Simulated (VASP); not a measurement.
A VASP calculation is set up with these files.

KPOINTS:
```
Automatic mesh
0
Gamma
5 5 5
0 0 0
```

**INCAR**
```
ALGO = Normal
EDIFF = 1E-6
EDIFFG = -0.02
ENCUT = 520
GGA = PE
IBRION = 2
ISIF = 3
ISMEAR = 0
IVDW = 11
LASPH = T
LCHARG = F
LMAXMIX = 4
LREAL = F
LWAVE = F
NELM = 100
NSW = 60
PREC = Accurate
SIGMA = 0.05
SYSTEM = SrCl2
```

POSCAR:
```
SrCl2
1.0
  0.0000000000   3.4900000000   3.4900000000
  3.4900000000   0.0000000000   3.4900000000
  3.4900000000   3.4900000000   0.0000000000
Sr Cl
1 2
Cartesian
  0.0000000000   0.0000000000   0.0000000000
  1.7450000000   1.7450000000   1.7450000000
  5.2350000000   5.2350000000   5.2350000000
```

POTCAR, in this order: Sr_sv Cl (PBE.64 set). Program: vasp_std.

Translate this PBE-D3 (zero damping) calculation to Quantum ESPRESSO's pw.x.

One equivalent input (not run):
```
&CONTROL
  calculation = 'vc-relax'
  pseudo_dir = './pseudo'
  outdir = './out'
  tprnfor = .true.
  tstress = .true.
  nstep = 60
  forc_conv_thr = 0.00078
/
&SYSTEM
  ibrav = 0
  nat = 3
  ntyp = 2
  ecutwfc = 68
  occupations = 'smearing'
  smearing = 'gaussian'
  degauss = 0.003675
  input_dft = 'pbe'
  vdw_corr = 'grimme-d3'
  dftd3_version = 3
  dftd3_threebody = .false.
/
&ELECTRONS
  conv_thr = 7.3e-08
  electron_maxstep = 100
/
&IONS
/
&CELL
/
ATOMIC_SPECIES
  Sr 87.620 Sr.upf
  Cl 35.450 Cl.upf
CELL_PARAMETERS angstrom
     0.0000000    3.4900000    3.4900000
     3.4900000    0.0000000    3.4900000
     3.4900000    3.4900000    0.0000000
ATOMIC_POSITIONS crystal
  Sr   0.0000000  0.0000000  0.0000000
  Cl   0.2500000  0.2500000  0.2500000
  Cl   0.7500000  0.7500000  0.7500000
K_POINTS automatic
  5 5 5 0 0 0
```
Limits of the translation: the potentials are each code's own (VASP's PAW set, PseudoDojo norm-conserving files in pw.x), so ENCUT and ecutwfc are chosen apart and not converted; conv_thr bounds pw.x's estimated SCF error, while EDIFF bounds the energy change between steps; forc_conv_thr acts on force components and is met together with etot_conv_thr.

The compound is SrCl2 in the fluorite structure. This run relaxes it. Symmetry was kept, so distortions that lower it aren't found. The start is the result of an earlier pass.
